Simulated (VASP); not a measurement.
Runs of VASP 6.6.1 on Al. Symmetry: Fm-3m, No. 225, cubic system. The conventional cell has a = 4.050 Å, b = 4.050 Å, c = 4.050 Å, α = 90.00°, β = 90.00°, γ = 90.00°. Al (site symmetry m-3m) is surrounded by 12 Al at 2.86 Å. 

| k mesh | cutoff (eV) | mesh quality | gap on the mesh (eV) | pressure (GPa) |
| --- | --- | --- | --- | --- |
| 6 × 6 × 6 | 520 | coarse | none | 0.0 |
| 12 × 12 × 12 | 250 | not flagged | none | - |
| 12 × 12 × 12 | 450 | not flagged | none | -0.4 |
| 12 × 12 × 12 | 350 | not flagged | none | -0.4 |
| 10 × 10 × 10 | 520 | not flagged | none | -0.6 |
| 14 × 14 × 14 | 520 | not flagged | none | (a) |
| 12 × 12 × 12 | 600 | not flagged | none | -0.4 |
| 12 × 12 × 12 | 520 | not flagged | none | -0.4 |

Alike in all rows: task single point; level PBE; potentials or basis VASP PAW PBE potentials, release 64 (Al); no spin polarisation; cell as given; smearing gaussian 0.1 eV.

Fill in the values left out.

(a) -0.8.

Caveats: some runs use coarse meshes; the cutoff is under 1.25 times the usual one of these potentials, so pressure, stress and relaxed cells hold a basis-set (Pulay) error (some runs).

A k mesh can miss the band edges.

A gap of «none» marks a metal or a gap under the smearing width.

Not every run made on this cell is shown here.
